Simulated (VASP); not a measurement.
VASP runs on NaLiZnS$_{2}$ (space group P3m1) share one base input (PBEsol GGA, plane waves, VASP's PBE PAW potentials (set 64)) and change the settings named in each case.

KPOINTS:
```
kpoints
0
G
  10 10 5
```

INCAR:
```
ALGO  =  Normal
EDIFF  =  1E-6
ENCUT  =  400
GGA  =  PS
ISIF  =  2
ISMEAR  =  0
LASPH  =  .TRUE.
LCHARG  =  .FALSE.
LMAXMIX  =  4
LREAL  =  .FALSE.
LWAVE  =  .FALSE.
NELM  =  100
PREC  =  Accurate
SIGMA  =  0.01
SYSTEM  =  NaLiZnS2
```

POSCAR:
```
NaLiZnS2
1
    3.9820600000     0.0000000000     0.0000000000
   -1.9910300000     3.4485650000     0.0000000000
    0.0000000000     0.0000000000     6.8238500000
Na Li Zn S
1 1 1 2
Direct
  0.0000000000   0.0000000000   0.0261600000
  0.3333330000   0.6666670000   0.3566500000
  0.6666670000   0.3333330000   0.6116300000
  0.3333330000   0.6666670000   0.7338100000
  0.6666670000   0.3333330000   0.2717400000
```

POTCAR, in this order: Na_pv Li_sv Zn S (PBE.64 set). Program: vasp_std.

```json
[
 {"change": "base run", "E(σ→0) (eV/atom)": "-3.8212", "pressure (GPa)": "-2.73", "largest force (eV/Å)": "0.123"},
 {"change": "GGA removed, POTCAR Na_pv Li_sv Zn S (LDA.64 set)", "E(σ→0) (eV/atom)": "-4.0447", "pressure (GPa)": "-4.91", "largest force (eV/Å)": "0.220"},
 {"change": "KPOINTS 5×5×3 Γ-centred mesh", "E(σ→0) (eV/atom)": "-3.8198", "pressure (GPa)": "-2.72", "largest force (eV/Å)": "0.122"},
 {"change": "LDAU = .TRUE., LDAUJ = 0 0 0 0, LDAUL = -1 -1 2 -1, LDAUTYPE = 2, LDAUU = 0 0 6.0 0", "E(σ→0) (eV/atom)": "-3.7402", "pressure (GPa)": "?", "largest force (eV/Å)": "?"}
]
```

Problem. Complete the blanks.

Solution. 
- LDAU = .TRUE., LDAUJ = 0 0 0 0, LDAUL = -1 -1 2 -1, LDAUTYPE = 2, LDAUU = 0 0 6.0 0, pressure (GPa): -3.64
- LDAU = .TRUE., LDAUJ = 0 0 0 0, LDAUL = -1 -1 2 -1, LDAUTYPE = 2, LDAUU = 0 0 6.0 0, largest force (eV/Å): 0.330

Energies of different potentials or functionals have different zeros.  At 400 eV the pressure can carry a Pulay error.

Left out are runs that ran out of time, are held back, or changed the cell or the kind of run, fixed moments of cells without a moment, rows past the twelfth, gaps on odd meshes, pressures of charged cells and columns that move by less than the noise.

The structure comes from a computed database's NaLiZnS2 entry (P3m1); how it stands against other phases isn't given here. The cell was not relaxed at this level, forces remain on its atoms.
